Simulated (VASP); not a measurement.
Given:

```
CELL_PARAMETERS angstrom
      0.00000     1.80579     1.80579
      1.80579     0.00000     1.80579
      1.80579     1.80579     0.00000
ATOMIC_POSITIONS crystal
  B  0.00000 0.00000 0.00000
  N  0.25000 0.25000 0.25000
```

Calculation: r2SCAN+rVV10, VASP's PBE PAW potentials (set 64) (plane waves; VASP). Run with 520 eV cut-off, 12×12×12 Γ-centred mesh, Gaussian smearing of 0.050 eV, potentials B N.

Task: Give the energy at these volumes per atom, relative to the lowest: 5.53, 5.71, 5.88, 6.06, 6.24 Å³.

Result: 29.5, 7.3, 0.0, 5.8, 22.9 meV/atom. A third-order Birch-Murnaghan fit gives B0 = 393 GPa and B0′ = 3.6.

Measured: bulk modulus 410 GPa at 0 K (computed value off by -4.2 %), as given by Daniel Mejia-Rodriguez et al., Physical Review B (2018), arXiv:1807.09216 [0 K value with the zero-point phonon effect removed]; a 3.593 Å at 0 K (computed value off by +0.5 %), as given by Tamar Goldzak et al., The Journal of Chemical Physics (2022), arXiv:2208.04865 [corrected for zero-point motion].

The compound is BN in the zinc blende structure. It was relaxed first.
